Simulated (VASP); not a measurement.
# A VASP study of HfGe (AM05): structure first, properties next, part 3 of 5

What structure does HfGe take at this level, and what are its properties? The cell is invented: it takes the structure of a Materials Project entry for HfTi (space group 187 there), with some of its atoms replaced by other elements, volume scaled by an estimate. It may not be a known or stable phase.

VASP 6.6.1, plane waves and PAW; the level of theory is named at each step.

So far. Step 3 (Relaxing cell and atoms (AM05)): It ends with forces that vanish by symmetry and a pressure of -0.06 GPa. Step 4 (Single point with fields (AM05)): In this run the pressure is -0.06 GPa, small enough to go on. The relaxed cell has a = 3.092, c = 4.428 Å (conventional setting).

## (5) Band structure (AM05)

Level of this step: AM05; plane waves and PAW (Hf_pv, Ge_d); invented cell (VASP).

The mesh alone shows little of the dispersion and can miss band extrema, so KPOINTS_OPT adds a path through the symmetry points after the self-consistent cycle.

Input file INCAR:

```
SYSTEM = HfGe
PREC = Accurate
ENCUT = 410
EDIFF = 1E-06
NELM = 100
ISMEAR = 0
SIGMA = 0.05
LREAL = .FALSE.
ALGO = Normal
GGA = AM
NBANDS = 24
LORBIT = 11
LWAVE = .FALSE.
LCHARG = .FALSE.
```

Input file POSCAR:

```
HfGe
1.0
    3.0920318168     -0.0000000107      0.0000000000
   -1.5460164272      2.6777780606      0.0000000000
    0.0000000000      0.0000000000      4.4284952924
Hf Ge
1 1
Direct
    0.6666666700      0.3333333300      0.5000000000
    0.3333333300      0.6666666700      0.0000000000
```

Input file KPOINTS:

```
Automatic mesh
0
Gamma
8 8 5
0 0 0
```

Input file KPOINTS_OPT:

```
Line mode
16
Line-mode
Reciprocal
  0.00000000   0.00000000   0.00000000 GAMMA
  0.50000000   0.00000000   0.00000000 M

  0.50000000   0.00000000   0.00000000 M
  0.33333333   0.33333333   0.00000000 K

  0.33333333   0.33333333   0.00000000 K
  0.00000000   0.00000000   0.00000000 GAMMA

  0.00000000   0.00000000   0.00000000 GAMMA
  0.00000000   0.00000000   0.50000000 A

  0.00000000   0.00000000   0.50000000 A
  0.50000000   0.00000000   0.50000000 L

  0.50000000   0.00000000   0.50000000 L
  0.33333333   0.33333333   0.50000000 H

  0.33333333   0.33333333   0.50000000 H
  0.00000000   0.00000000   0.50000000 A

  0.50000000   0.00000000   0.50000000 L
  0.50000000   0.00000000   0.00000000 M

  0.33333333   0.33333333   0.00000000 K
  0.33333333   0.33333333   0.50000000 H
```

Potentials, in the order of the species: Hf_pv and Ge_d (PBE family, release 64).

Launch:

```sh
mpirun -np 1 vasp_std
```

The log of the run:

```text
[... set-up lines as in an earlier step ...]
 entering main loop
       N       E                     dE             d eps       ncg     rms          rms(c)
DAV:   1     0.136503318359E+03    0.13650E+03   -0.10207E+04  1832   0.199E+03
DAV:   2    -0.444900278702E+00   -0.13695E+03   -0.12902E+03  1552   0.468E+02
DAV:   3    -0.160114858889E+02   -0.15567E+02   -0.15464E+02  1808   0.810E+01
DAV:   4    -0.163258948875E+02   -0.31441E+00   -0.31435E+00  1616   0.121E+01
DAV:   5    -0.163292661835E+02   -0.33713E-02   -0.33712E-02  1688   0.146E+00    0.500E+01
DAV:   6    -0.159735322538E+02    0.35573E+00   -0.29693E-01  1688   0.340E+00    0.312E+01
DAV:   7    -0.158692689313E+02    0.10426E+00   -0.36660E-01  1736   0.481E+00    0.180E+00
DAV:   8    -0.158592109087E+02    0.10058E-01   -0.27905E-02  1752   0.138E+00    0.827E-01
DAV:   9    -0.158586754084E+02    0.53550E-03   -0.46279E-03  1800   0.517E-01    0.340E-01
DAV:  10    -0.158586218048E+02    0.53604E-04   -0.19281E-04  1888   0.152E-01    0.581E-02
DAV:  11    -0.158586232604E+02   -0.14556E-05   -0.53754E-06  1904   0.169E-02    0.104E-02
DAV:  12    -0.158586234182E+02   -0.15777E-06   -0.31530E-07   904   0.714E-03
   1 F= -.15858623E+02 E0= -.15858333E+02  d E =-.581301E-03
 Start KPOINTS_OPT (optional k-point list driver)
k-point batch [1-30\144]
       N       E                     dE             ncg
DAV:   1    -0.457068373577E+04   -0.23543E+05     1832
DAV:   2    -0.866477877904E+04   -0.40941E+04     1632
DAV:   3    -0.911014063496E+04   -0.44536E+03     1752
DAV:   4    -0.911861998656E+04   -0.84794E+01     1544
DAV:   5    -0.911870881068E+04   -0.88824E-01     1656
DAV:   6    -0.911871055979E+04   -0.17491E-02     1616
DAV:   7    -0.911871060544E+04   -0.45659E-04     1696
DAV:   8    -0.911871060658E+04   -0.11386E-05     1072
DAV:   9    -0.911871060674E+04   -0.15277E-06      944
[...]
k-point batch [121-144\144]
       N       E                     dE             ncg
DAV:   1     0.170122572083E+04   -0.25798E+05     1480
DAV:   2    -0.160210662227E+04   -0.33033E+04     1392
DAV:   3    -0.197110998654E+04   -0.36900E+03     1312
DAV:   4    -0.197913365199E+04   -0.80237E+01     1312
DAV:   5    -0.197922935380E+04   -0.95702E-01     1336
DAV:   6    -0.197923122610E+04   -0.18723E-02     1312
DAV:   7    -0.197923127408E+04   -0.47982E-04     1336
DAV:   8    -0.197923127532E+04   -0.12356E-05      912
DAV:   9    -0.197923127548E+04   -0.15566E-06      864
```

The job ended after 49 s (1 MPI rank of AMD EPYC 7R43, shared host; peak memory 0.12 GiB).

Parts of OUTCAR (step 5):

```text
   k-points           NKPTS =     30   k-points in BZ     NKDIM =     30   number of bands    NBANDS=     24

   NELECT =      24.0000    total number of electrons

 E-fermi :   6.3934

 k-point     1 :       0.0000    0.0000    0.0000
  band No.  band energies     occupation
    ...
      7     -17.8615      2.00000
      8     -17.8615      2.00000
      9      -5.3852      2.00000
     10       3.0559      2.00000
     11       4.2249      2.00000
     12       7.7958      0.00000
     13       7.7958      0.00000
     14      10.7017      0.00000
     15      10.7017      0.00000
     16      12.4499      0.00000
    ...

  Total       -0.0234570     -0.0234570     -0.0029946      0.0000000      0.0000000      0.0000000
  in kB       -1.0249634     -1.0249634     -0.1308499      0.0000002      0.0000000      0.0000000
  external PRESSURE =      -0.7269256 kB  Pullay stress =       0.0000000 kB

 POSITION                                       TOTAL-FORCE (eV/Angst)
 -----------------------------------------------------------------------------------
      1.54602      0.89259      2.21425         0.000000     -0.000000      0.000000
     -0.00000      1.78519      0.00000        -0.000000      0.000000      0.000000
 -----------------------------------------------------------------------------------
    total drift:                                0.000009     -0.000003     -0.000000

  FREE ENERGIE OF THE ION-ELECTRON SYSTEM (eV)
  ---------------------------------------------------
  free  energy   TOTEN  =       -15.8586234182 eV

  energy  without entropy=      -15.8580421167  energy(sigma->0) =      -15.85833277

[... 7 parts as in an earlier step ...]

[... 9 further parts left out ...]
```

Spin-orbit coupling is off here; with elements this heavy it splits and shifts levels by tenths of an eV or more.

Numbers from this step:

| Quantity | Value |
| --- | --- |
| bands | 24 |
| Fermi energy | 6.393 eV |
| pressure | -0.07269 GPa |

Electronic bands along the path, in eV, zero at the Fermi level; # counts the bands kept, so #1 is VASP's band 9:

| point | #1 | #2 | #3 | #4 | #5 | #6 | #7 | #8 |
| --- | --- | --- | --- | --- | --- | --- | --- | --- |
| Γ | -11.78 | -3.34 | -2.17 | 1.40 | 1.40 | 4.31 | 4.31 | 6.06 |
| 0.53 of the way | -10.23 | -2.62 | -1.88 | -1.14 | 2.59 | 2.94 | 3.54 | 4.51 |
| M | -7.55 | -5.23 | -2.93 | -1.58 | 3.03 | 3.33 | 4.28 | 5.09 |
| 0.47 of the way | -7.24 | -4.87 | -2.69 | -1.50 | 1.27 | 1.46 | 3.61 | 6.34 |
| K | -6.61 | -4.02 | -3.02 | -2.26 | 0.00 | 1.88 | 2.22 | 5.92 |
| 0.53 of the way | -10.19 | -2.58 | -1.52 | -1.07 | 1.43 | 2.92 | 3.41 | 4.92 |
| Γ | -11.78 | -3.34 | -2.17 | 1.40 | 1.40 | 4.31 | 4.31 | 6.06 |
| 0.53 of the way | -11.21 | -5.54 | -0.78 | 1.58 | 1.58 | 3.78 | 3.78 | 7.50 |
| A | -10.54 | -6.87 | -0.26 | 1.76 | 1.76 | 3.40 | 3.40 | 7.54 |
| 0.47 of the way | -9.71 | -5.32 | -0.15 | -0.05 | 1.05 | 1.96 | 3.40 | 4.96 |
| L | -7.76 | -4.23 | -3.35 | -0.11 | 0.82 | 1.67 | 3.81 | 6.99 |
| 0.53 of the way | -7.45 | -3.99 | -2.66 | -0.94 | -0.11 | 1.77 | 4.15 | 6.10 |
| H | -7.05 | -3.84 | -2.17 | -2.06 | 0.11 | 1.75 | 4.51 | 5.21 |
| 0.47 of the way | -9.12 | -4.33 | -0.98 | -0.37 | 0.01 | 1.31 | 4.60 | 5.36 |
| A | -10.54 | -6.87 | -0.26 | 1.76 | 1.76 | 3.40 | 3.40 | 7.54 |
| jump to L | -7.76 | -4.23 | -3.35 | -0.11 | 0.82 | 1.67 | 3.81 | 6.99 |
| 0.47 of the way | -7.63 | -5.07 | -2.56 | -1.07 | 1.35 | 2.26 | 4.63 | 6.04 |
| M | -7.55 | -5.23 | -2.93 | -1.58 | 3.03 | 3.33 | 4.28 | 5.09 |
| jump to K | -6.61 | -4.02 | -3.02 | -2.26 | 0.00 | 1.88 | 2.22 | 5.92 |
| 0.47 of the way | -6.82 | -3.44 | -3.39 | -2.16 | 0.06 | 2.71 | 3.33 | 4.36 |
| H | -7.05 | -3.84 | -2.17 | -2.06 | 0.11 | 1.75 | 4.51 | 5.21 |

Of the projections kept (Hf, Ge), the largest for each band there; the rest of the weight can lie on other orbitals:

| point | #1 | #2 | #3 | #4 | #5 | #6 | #7 | #8 |
| --- | --- | --- | --- | --- | --- | --- | --- | --- |
| Γ | Ge 0.82 | Hf 0.88 | Ge 0.56 | Hf 0.92 | Hf 0.92 | Hf 0.98 | Hf 0.98 | Hf 0.79 |
| M | Ge 0.83 | Ge 0.68 | Hf 0.63 | Hf 0.92 | Hf 0.94 | Ge 0.86 | Hf 0.57 | Hf 0.83 |
| K | Ge 0.85 | Ge 0.59 | Ge 0.61 | Hf 0.57 | Hf 0.90 | Hf 0.83 | Hf 0.82 | Hf 0.94 |
| Γ | Ge 0.82 | Hf 0.88 | Ge 0.56 | Hf 0.92 | Hf 0.92 | Hf 0.98 | Hf 0.98 | Hf 0.79 |
| A | Ge 0.86 | Hf 0.68 | Hf 0.87 | Hf 0.98 | Hf 0.98 | Hf 0.81 | Hf 0.81 | Ge 0.81 |
| L | Ge 0.83 | Ge 0.75 | Hf 0.77 | Hf 0.74 | Hf 0.61 | Hf 0.91 | Hf 0.73 | Hf 1.00 |

The electronic bands as a text plot (rows in eV, shown from -8.0 to 6.3 only):

```
    6.0 |*  ***** * **  *  * **     *       ******* **      *
    5.4 | *              *           *  *    ***** *      *  *
    4.8 |       **        * *         *          **       ***   *
    4.3 |********          *****       **   *****  *    ** ** ***
    3.7 |  ***    *       **    ***   *  ***           *   *   *
    3.1 |   *****  *     **        ***              * *     * **
    2.5 |   **   *  **  **          **               *    ** **
    1.9 | **      * ***** ***   ***** * *********** *******  *  *
    1.3 |*        **   *     ***   ** ***          ** *  *
    0.7 | *        *    **  *        *   **        ***  *
    0.1 |  *        ***    *       ****   ******   ****      ****
   -0.5 |   *           * *     ***    ***  *   ****   **
   -1.1 |    **          *     *                 *       **
   -1.7 |   *  *****   * **   *        *     *  * *        **
   -2.3 |*****     ****** ****               *****        *  ****
   -2.9 | *  ****** **  **  *           *  **           ** *** *
   -3.5 |*    *        *     **          **    ****          ****
   -4.1 |           ***                 * *****
   -4.7 |      *  **           *       *           *    **
   -5.3 |       **              *     *                   ***
   -5.9 |                            *              **
   -6.5 |           **           * **                 *      *
   -7.1 |         **  *           *          ***       *      ***
   -7.7 |       **                        ***   *       *****
         Γ      M    K        Γ   A       L   H       A|L  M|K  H
```

There is no gap at this level.

## (6) Total and projected DOS (AM05)

Here the states are counted by energy and projected on the atoms. The mesh is finer than in the run before.

INCAR: that of step 5 with these lines changed.

```diff
@@ -5,3 +5,3 @@
 NELM = 100
-ISMEAR = 0
+ISMEAR = -5
 SIGMA = 0.05
@@ -14 +14,2 @@
 LCHARG = .FALSE.
+NEDOS = 2001
```

POSCAR is that of step 5.

Input file KPOINTS:

```
Automatic mesh
0
Gamma
12 12 8
0 0 0
```

Launch:

```sh
mpirun -np 1 vasp_std
```

The log of the run:

```text
[... set-up lines as in an earlier step ...]
 entering main loop
       N       E                     dE             d eps       ncg     rms          rms(c)
DAV:   1     0.134401788128E+03    0.13440E+03   -0.10281E+04  5688   0.200E+03
DAV:   2    -0.942933868359E+00   -0.13534E+03   -0.12838E+03  4976   0.459E+02
DAV:   3    -0.160500962352E+02   -0.15107E+02   -0.15017E+02  5656   0.802E+01
DAV:   4    -0.163435649793E+02   -0.29347E+00   -0.29348E+00  5104   0.118E+01
DAV:   5    -0.163467786385E+02   -0.32137E-02   -0.32157E-02  5368   0.141E+00    0.500E+01
DAV:   6    -0.159897359526E+02    0.35704E+00   -0.30051E-01  5360   0.340E+00    0.311E+01
DAV:   7    -0.158856321931E+02    0.10410E+00   -0.38598E-01  5584   0.490E+00    0.194E+00
DAV:   8    -0.158754816069E+02    0.10151E-01   -0.26657E-02  5600   0.140E+00    0.970E-01
DAV:   9    -0.158745962268E+02    0.88538E-03   -0.53943E-03  5704   0.563E-01    0.389E-01
DAV:  10    -0.158744856262E+02    0.11060E-03   -0.27242E-04  5816   0.163E-01    0.458E-02
DAV:  11    -0.158744870662E+02   -0.14401E-05   -0.81109E-06  6160   0.216E-02    0.164E-02
DAV:  12    -0.158744894915E+02   -0.24252E-05   -0.34097E-07  3040   0.589E-03    0.601E-03
DAV:  13    -0.158744896267E+02   -0.13525E-06   -0.47028E-08  2712   0.187E-03
   1 F= -.15874490E+02 E0= -.15874490E+02  d E =0.000000E+00
 -----------------------------------------------------------------------------
|                                                                             |
|           W    W    AA    RRRRR   N    N  II  N    N   GGGG   !!!           |
|           W    W   A  A   R    R  NN   N  II  NN   N  G    G  !!!           |
|           W    W  A    A  R    R  N N  N  II  N N  N  G       !!!           |
|           W WW W  AAAAAA  RRRRR   N  N N  II  N  N N  G  GGG   !            |
|           WW  WW  A    A  R   R   N   NN  II  N   NN  G    G                |
|           W    W  A    A  R    R  N    N  II  N    N   GGGG   !!!           |
|                                                                             |
|     Tetrahedron method does not include variations of the Fermi             |
|     occupations, so forces and stress will be inaccurate. We suggest        |
|     using a different smearing scheme ISMEAR = 1 or 2 for metals in         |
|     relaxations.                                                            |
|                                                                             |
 -----------------------------------------------------------------------------
```

Elapsed: 41 s, on 1 MPI rank; peak memory 0.14 GiB.

Parts of OUTCAR (step 6):

```text
   k-points           NKPTS =     95   k-points in BZ     NKDIM =     95   number of bands    NBANDS=     24

   NELECT =      24.0000    total number of electrons

 E-fermi :   6.3983

 k-point     1 :       0.0000    0.0000    0.0000
  band No.  band energies     occupation
    ...
      7     -17.8629      2.00000
      8     -17.8629      2.00000
      9      -5.3862      2.00000
     10       3.0600      2.00000
     11       4.2237      2.00000
     12       7.7990      0.00000
     13       7.7990      0.00000
     14      10.7043      0.00000
     15      10.7043      0.00000
     16      12.4522      0.00000
    ...

  Total       -0.1051616     -0.1051616      0.0730116      0.0000000     -0.0000000      0.0000000
  in kB       -4.5950798     -4.5950797      3.1902719      0.0000009     -0.0000000      0.0000000
  external PRESSURE =      -1.9999625 kB  Pullay stress =       0.0000000 kB

 POSITION                                       TOTAL-FORCE (eV/Angst)
 -----------------------------------------------------------------------------------
      1.54602      0.89259      2.21425        -0.000000      0.000000      0.000000
     -0.00000      1.78519      0.00000         0.000000      0.000000      0.000000
 -----------------------------------------------------------------------------------
    total drift:                                0.000009     -0.000003     -0.000000

  FREE ENERGIE OF THE ION-ELECTRON SYSTEM (eV)
  ---------------------------------------------------
  free  energy   TOTEN  =       -15.8744896267 eV

  energy  without entropy=      -15.8744896267  energy(sigma->0) =      -15.87448963

[... 6 parts as in an earlier step ...]

[... 10 further parts left out ...]
```

With tetrahedra the forces and stress of a metal are not exact derivatives of the energy.

Numbers from this step:

```
SCF cycles             : 13
irreducible k-points   : 95
free energy (TOTEN)    : -15.87 eV
Fermi energy           : 6.398 eV
pressure               : -0.2000 GPa
DOS at the Fermi level : 1.356 states/eV/cell
```

The density of states has structure finer than the step of the table below, so its rows give means over 1 eV, whole bins alone (the curve runs from -12.0 to 7.98 eV). Peaks (eV: height): total -2.5: 3.15, 1.9: 2.51, 3.7: 2.45, 7.4: 1.85; Hf d -2.5: 0.812, 1.9: 1.33, 3.7: 1.31, 7.4: 0.840; Ge p -3.8: 0.412, -2.5: 0.783, 2.1: 0.286, 7.7: 0.416; Hf p -2.5: 0.284, -0.1: 0.222, 4.1: 0.190, 7.4: 0.133; Ge s -7.7: 0.707, 4.0: 0.188.

States under -12.0 eV and over 8.0 eV are left out. Density of states against energy, zero at the Fermi level; means over each step; values in states/eV/cell:

| energy (eV) | total | Hf d | Ge p | Hf p | Ge s |
| --- | --- | --- | --- | --- | --- |
| -11 | 0.228 | 0.00192 | 0.00295 | 0.00659 | 0.108 |
| -10 | 0.401 | 0.00686 | 0.0103 | 0.0180 | 0.195 |
| -9 | 0.446 | 0.0156 | 0.0163 | 0.0186 | 0.220 |
| -8 | 0.678 | 0.0407 | 0.0174 | 0.0226 | 0.363 |
| -7 | 0.245 | 0.0157 | 0.00479 | 0.00870 | 0.138 |
| -6 | 0.0891 | 0.00200 | 0.0147 | 0.00456 | 0.00128 |
| -5 | 0.363 | 0.0290 | 0.0805 | 0.0216 | 0.0105 |
| -4 | 1.11 | 0.146 | 0.264 | 0.0651 | 0.0391 |
| -3 | 1.16 | 0.273 | 0.271 | 0.0923 | 0.0258 |
| -2 | 1.02 | 0.242 | 0.240 | 0.0999 | 0.0244 |
| -1 | 1.50 | 0.578 | 0.181 | 0.126 | 0.0229 |
| 0 | 1.21 | 0.533 | 0.120 | 0.104 | 0.0150 |
| 1 | 0.858 | 0.399 | 0.130 | 0.0201 | 0.0146 |
| 2 | 1.84 | 0.907 | 0.209 | 0.0914 | 0.0399 |
| 3 | 1.32 | 0.651 | 0.143 | 0.0921 | 0.0380 |
| 4 | 1.82 | 0.956 | 0.132 | 0.152 | 0.107 |
| 5 | 1.20 | 0.587 | 0.134 | 0.110 | 0.0531 |
| 6 | 0.986 | 0.488 | 0.155 | 0.0612 | 0.0249 |
| 7 | 1.52 | 0.766 | 0.250 | 0.0802 | 0.0229 |

The finer mesh and the other smearing move the Fermi level by +0.00 eV from the 8×8×5 run, a small shift, which tests the Fermi level alone. Of the states within 0.3 eV of the Fermi level, the largest shares in the PAW spheres are Hf d 44 %, Ge p 9 % and Hf p 9 %. The rest lies in smaller channels or between the spheres.

(Part 3 of 5 ends here.)

[Lines on the potential files, build, host, timing and source positions are cut from VASP's logs without a mark.]

[Logs are printed without paths, hosts, clocks, repeated set-up lines and the standing remarks that a program may print on its own settings, such as how far it seeks lower states.]

[Hosts, paths, dates, database ids (printed as entryN), source tags and the programs' standing remarks are cut or masked in the printed files.]

[A measured line is paired with the nearest computed mode of its activity, which favours agreement.]
